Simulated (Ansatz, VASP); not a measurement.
# SiGe in two plane-wave programs, part 2 of 2

One calculation is typed for both programs; each brings its own data sets. How far apart do they land? The cell is generated by rule, not measured, and may not be a known phase. The cell is taken from a series of runs on this material, whose earlier steps may have relaxed, scaled, displaced or heated it; both programs get it as it stands.

VASP 6.6.1 and Ansatz 0.2.0.

So far: The structure; VASP: zone-centre phonons, PBEsol.

The structure was built from a prototype and need not be the compound's stable phase.

## Step 3: Ansatz: zone-centre phonons, PBEsol

Level of this step: Ansatz beside VASP: Kohn-Sham DFT, plane waves, PBEsol (Ansatz).

Ansatz runs on its default PAW (the set named soft_2) files.

The same cell, functional, mesh and smearing now go to Ansatz, which takes its cutoff from its data sets.

input.yaml

```yaml
crystal:
  lattice:
    - [3.7125657936, -3.2552e-06, 0.0]
    - [-1.8562800777, 3.2151779181, 0.0]
    - [0.0, 0.0, 5.8915085839]
  atoms:
    - { symbol: Si, position: [0.0, 0.0, 0.0] }
    - { symbol: Si, position: [0.0, 0.0, 0.5] }
    - { symbol: Ge, position: [0.3333333333, 0.6666666667, 0.25] }
    - { symbol: Ge, position: [0.6666666667, 0.3333333333, 0.75] }
kpoints:
  mp_grid: { grid: [12, 12, 6] }
hamiltonian:
  xc: pbesol
scf:
  occupations: { method: methfessel_paxton, width: 0.15 }
output:
  eigenvalues: true
phonons:
  method: dfpt
  qmesh: [2, 2, 1]
  temperatures: { t_max: 1000, t_step: 50 }
  qpath:
    path:
      - [[0.0, 0.0, 0.0], [0.5, 0.0, 0.0], [0.33333333, 0.33333333, 0.0], [0.0, 0.0, 0.0], [0.0, 0.0, 0.5], [0.5, 0.0, 0.5], [0.33333333, 0.33333333, 0.5], [0.0, 0.0, 0.5]]
      - [[0.5, 0.0, 0.5], [0.5, 0.0, 0.0]]
      - [[0.33333333, 0.33333333, 0.5], [0.33333333, 0.33333333, 0.0]]
    npoints: 10
```

The run is started by

```sh
$ ansatz run input.yaml --threads 4 --pin off --max-ram 7168MiB --backend cpu --events-out ev --progress --plain --runs-dir out
```

Numbers of over 12 decimals in the logs are rounded to 6 here.

Log:

```text
Engine: ansatz 0.2.0, aarch64-unknown-linux-gnu
Pseudopotentials: kind: paw
Pseudopotential: Si, paw, valence charge 4, recommended cutoff 420 eV (normal), Si.paw.azcp
Pseudopotential: Ge, paw, valence charge 14, recommended cutoff 420 eV (normal), Ge.paw.azcp
Functional definition: PBEsol
  exchange = pbesol_x
  correlation = pbesol_c
Crystal: 4 atoms, lattice volume = 70.324 Å³
Basis set: ecut = 420 eV, 1387 PW (Γ), exchange–correlation on 50×50×80 points (8 copies of the dense FFT grid, shifted against one another)
Bands: 22, of which v1, the nominal top of the filled ones, is band 18 counted from 1 (17 counted from 0)
Symmetry: 24 space group operations
k-points: 76 of 864
Non-local potential: Si, projectors of the file, l = 0: 2, l = 1: 2, l = 2: 2
Non-local potential: Ge, projectors of the file, l = 0: 2, l = 1: 2, l = 2: 3, l = 3: 1
PAW form: soft (Blöchl's): semilocal exchange-correlation on the pseudo side does not see the compensation charge
PAW frozen core: Si, regenerated for the run's functional, and the local potential with it (the file was generated under x = pbe(κ = 0.804, μ = 0.219515), c = pbe(β = 0.066725))
PAW frozen core: Ge, regenerated for the run's functional, and the local potential with it (the file was generated under x = pbe(κ = 0.804, μ = 0.219515), c = pbe(β = 0.066725))
PAW one-centre angular grid: Si, 110 points (default); XC on 64 Gauss nodes
PAW one-centre angular grid: Ge, 590 points (default); XC on 64 Gauss nodes
Initial density: superposition of atomic densities (neutral atoms: chi_scale 0, normalization atom), corrected by the library's trained network
Initial wavefunctions: pseudopotential atomic-orbital guess
Functional: x = pbesol(κ = 0.804, μ = 0.123457), c = pbesol(β = 0.046)
SCF iter   1: F=—  HF=-9748.883262 eV  |F-HF|=—  |Δ(HF+E_count)|=         —  Δρ=2.00e-3  dr2=2.01e-3  ethr=1.77e-3  ⟨swp⟩=5.3  Hψ=7554  notcnv=0
preconditioner: auto → Kerker (q_TF=auto, 2.440 Å⁻¹)  [metal: Δε(μ)=0.017 eV  Ē_g=18.358 eV  σ=0.150 eV  W_gap=0.09  n_scr=22 (ndim 8)  ℏωp=26.6 eV  f_vac=0.000  D(μ)=1.73/eV (n_scr^D=8)]
SCF iter   2: F=—  HF=-9748.882260 eV  |F-HF|=—  |Δ(HF+E_count)|=   1.00e-3  S|Δr|=    0.00e0  Δρ=1.29e-3  dr2=8.22e-4  ethr=5.58e-6  ⟨swp⟩=2.5  Hψ=3647  notcnv=0
SCF iter   3: F=—  HF=-9748.882471 eV  |F-HF|=—  |Δ(HF+E_count)|=   2.11e-4  S|Δr|=    0.00e0  Δρ=5.32e-4  dr2=9.89e-5  ethr=2.28e-6  ⟨swp⟩=2.0  Hψ=3033  notcnv=0
SCF iter   4: F=—  HF=-9748.882307 eV  |F-HF|=—  |Δ(HF+E_count)|=   1.64e-4  S|Δr|=    0.00e0  Δρ=1.92e-4  dr2=2.63e-5  ethr=2.75e-7  ⟨swp⟩=2.0  Hψ=2981  notcnv=0
SCF iter   5: F=—  HF=-9748.882302 eV  |F-HF|=—  |Δ(HF+E_count)|=   5.28e-6  S|Δr|=    0.00e0  Δρ=5.22e-5  dr2=3.17e-6  ethr=7.31e-8  ⟨swp⟩=2.0  Hψ=2427  notcnv=0
SCF iter   6: F=—  HF=-9748.882301 eV  |F-HF|=—  |Δ(HF+E_count)|=   9.70e-7  S|Δr|=    0.00e0  Δρ=1.29e-5  dr2=1.26e-7  ethr=8.81e-9  ⟨swp⟩=2.0  Hψ=2229  notcnv=0
SCF iter   7: F=—  HF=-9748.882301 eV  |F-HF|=—  |Δ(HF+E_count)|=   3.41e-8  S|Δr|=    0.00e0  Δρ=7.50e-6  dr2=1.94e-8  ethr=3.50e-10  ⟨swp⟩=2.1  Hψ=2242  notcnv=0
SCF iter   8: F=—  HF=-9748.882301 eV  |F-HF|=—  |Δ(HF+E_count)|=   1.96e-8  S|Δr|=    0.00e0  Δρ=1.59e-6  dr2=8.58e-10  ethr=5.40e-11  ⟨swp⟩=2.1  Hψ=2875  notcnv=0
SCF iter   9: F=—  HF=-9748.882301 eV  |F-HF|=—  |Δ(HF+E_count)|=  9.44e-10  S|Δr|=    0.00e0  Δρ=1.87e-7  dr2=1.19e-11  ethr=2.38e-12  ⟨swp⟩=2.1  Hψ=3023  notcnv=0
SCF iter  10: F=-9748.882301 eV  HF=-9748.882301 eV  |F-HF|=3.64e-12  |Δ(HF+E_count)|=  1.27e-11  S|Δr|=    0.00e0  Δρ=1.10e-8  dr2=7.85e-14  ethr=1.00e-12  ⟨swp⟩=5.2  Hψ=7337  notcnv=0
SCF 1 converged in 10 iterations: F = -9748.882301 eV  dr2 = 7.85e-14
  greatest PAW one-centre occupation: 0.998 electrons in one spin orbital (limit 2), on the Ge atom at site 3 (counted from 0), in its partial waves of l = 2
phonons: the bands overlap, so this run is a metal and interpolates without the dipole-dipole term. If the crystal is really an insulator or semiconductor, its LO-TO splitting is missing
NSCF: frozen V_eff on 76 k-points
NSCF: frozen V_eff on 436 k-points
DFPT response loops at q = (0, 0, 0) (fractional): preconditioner auto → Kerker (q_TF=auto, 2.440 Å⁻¹) (partly filled bands, converged f_vac=0.000); β = 1.00, the filter's whole step (`scf.mixing.beta` (0.50) is not read by the response loops under this deck's `scf.mixing.preconditioner`; to damp them name `kerker` or `kerker_dos`, under which they read `scf.mixing.beta`, and type it under 1.00, their step now; both keys bind the ground state too); Broyden in place of MSR1
NSCF: frozen V_eff on 872 k-points
DFPT response loops at q = (0, -0.5, 0) (fractional): mixed as the last ones told, above
SCF converged after 10 iterations
Stability not checked: this state was not tested for a lower state beside it, because cold or Methfessel-Paxton smearing, or corrected tetrahedra, fill the levels in a way that the test cannot read (fill_not_monotonic; see scf.lower_state_search)
Free energy (F): -9748.882301 eV
Harris-Foulkes:  -9748.882301 eV  (|F-HF|=3.64e-12)
Internal energy: -9748.881617 eV  (E = F + TS)
E sigma→0 (E₀):  -9748.882130 eV
Entropy (-TS):   -0.000684 eV (-0.171 meV/atom)
Fermi energy:    9.897703 eV
--- Per-component energies (eV) ---
  E_band       = -221.638258
  E_kinetic    = 303.687306
  E_local      = -4842.807397  (includes V_loc(G=0)·N_el)
  E_nonlocal   = 889.105652
  E_hartree    = 2139.442700
  E_xc         = -261.007865
  E_vxc        = -225.200187  (∫ρ·V_xc dr)
  E_paw        = -4952.237713  (= ΣΔE_a)
  E_vpaw       = -625.309653  (= ΣTr[D̂ρ^β])
  E_aug_tail   = 0.000629  (compensation charges beyond the density's cutoff)
  E_ewald      = -3026.963923
  E_core_change = 1.898994  (= ΣΔE_core)
  E_smearing   = -0.000684  (= −TS)
  E_closure    = -0.000000  (closes the sum)
  Σ components = -9748.882301   (vs F -9748.882301, Δ=0.00e0)
--- Band table (eV; the first three rows and the last of 76) ---
  k-point 0: bands = [... 14 lower, 9.1648, 10.2392, 10.5061, 10.5061, 11.1702, 12.2431, 12.6097, 12.6097]
  k-point 1: bands = [... 14 lower, 9.2457, 9.5028, 10.4347, 10.4347, 10.8703, 12.1132, 12.5428, 12.5428]
  k-point 2: bands = [... 14 lower, 9.4778, 9.4778, 10.1890, 10.1890, 11.0140, 11.7751, 12.6029, 12.6029]
  k-point 75: bands = [... 14 lower, 4.4178, 4.4178, 9.6679, 9.6679, 10.6401, 10.6401, 12.0808, 12.0808]
--- Phonons (Γ-DFPT): 4 representative perturbations + reference (Σ response iterations 12) ---
  ASR residual: 1.541e-5 → 0.000e0 eV/Å²; symmetrization residual: 6.730e-6 eV/Å²
  ASR residual per site (eV/Å²): 1.54e-5 1.54e-5 9.08e-6 9.08e-6
  Γ frequencies (cm⁻¹): 0.00 0.00 0.00 88.30 150.58 150.58 153.58 153.58 164.98 249.18 249.18 269.22
--- Phonons (arbitrary-q DFPT): 2 irreducible q on the 2×2×1 mesh ---
  q = [0.0000, 0.0000, 0.0000] (star 1, of the zone-centre solve; hermiticity 1.26e-6, symmetrization 6.30e-7): 0.00 0.00 0.00 88.30 150.58 150.58 153.58 153.58 164.98 249.18 249.18 269.22
  q = [0.0000, -0.5000, 0.0000] (star 3, 6 solved perturbations in 1878 linear systems a pass and spin channel, the states on 436 of 864 k-point pairs; hermiticity 7.84e-7, symmetrization 9.31e-7): 35.39 56.83 67.17 124.20 133.65 136.78 176.56 183.70 252.47 253.56 264.06 277.80
  sum rule: each row above includes the acoustic sum rule's correction from the zone centre's row sums; it moved no ω² by more than (0.39 cm⁻¹)²
  mesh force constants: q→R imaginary residual 2.23e-17; ASR residual 1.541e-5 → 0.000e0 eV/Å²; symmetrization residual 6.217e-15 eV/Å²
  interpolated dispersion: 93 rows × 12 modes
  density of states and harmonic sums: on the 20×20×11 q-mesh, interpolated from the force constants of a 2×2×1 supercell (no non-analytic term)
  largest difference from the sums on the solved wave vectors: F 1.02e-1 eV, S 1.67e-4 and C_V 6.46e-5 eV/K
  zero-point energy: 0.120932 eV/cell   skipped modes (ω ≤ 0): 3   left out of the sums: 5.68e-5 of the cell's modes: C_V's classical limit lies that fraction below 3 k_B per atom; for a crystal, a wire or a layer, F and S can be off by more, and a phonons.interpolated_qmesh denser along its periods is the remedy for the sampling
```

## Step 4: Side by side

Known differences besides the potentials themselves: VASP's run holds the zone centre alone; the cutoff is 420 eV in Ansatz and 500 eV in VASP; Ansatz makes its cores anew for this functional, VASP keeps those of its PBE data sets. Total energies have different zeros and are not compared.

Compared:

| quantity | Ansatz | VASP | difference |
| --- | --- | --- | --- |
| optical mode 1 (cm⁻¹) | 88.3 | 93.6 | -5.62 % |
| optical mode 2 to 3 (cm⁻¹) | 150.6 | 149.9 | +0.46 % |
| optical mode 4 to 5 (cm⁻¹) | 153.6 | 153.0 | +0.36 % |
| optical mode 6 (cm⁻¹) | 165.0 | 167.2 | -1.32 % |
| optical mode 7 to 8 (cm⁻¹) | 249.2 | 249.5 | -0.11 % |
| optical mode 9 (cm⁻¹) | 269.2 | 269.7 | -0.19 % |

Modes are paired by rising frequency, not by their patterns, so a pair may set unlike modes beside each other; they are those without the splitting of longitudinal modes.

## Step 5: Summary of results

| Item | Value |
| --- | --- |
| r.m.s. difference of the optical zone-centre modes, each program's sorted by frequency (zone-centre phonons, PBEsol) | 2.0 cm⁻¹ |
| difference in optical mode 1 (zone-centre phonons, PBEsol) | -5.6 % |

**Reading.** The r.m.s. difference of the optical zone-centre modes, each program's sorted by frequency is 2.0 cm⁻¹ (zone-centre phonons, PBEsol). Among the rows given in per cent, the largest difference of the zone-centre phonons, PBEsol pair is in optical mode 1, -5.6 %. How closely two codes agree says nothing of how well the functional describes the real material.

[Lines on the potential files, build, host, timing and source positions are cut from VASP's logs without a mark.]

[Logs are printed without paths, hosts, clocks, repeated set-up lines and the standing remarks that a program may print on its own settings, such as how far it seeks lower states.]

[Hosts, paths, dates, database ids (printed as entryN), source tags and the programs' standing remarks are cut or masked in the printed files.]
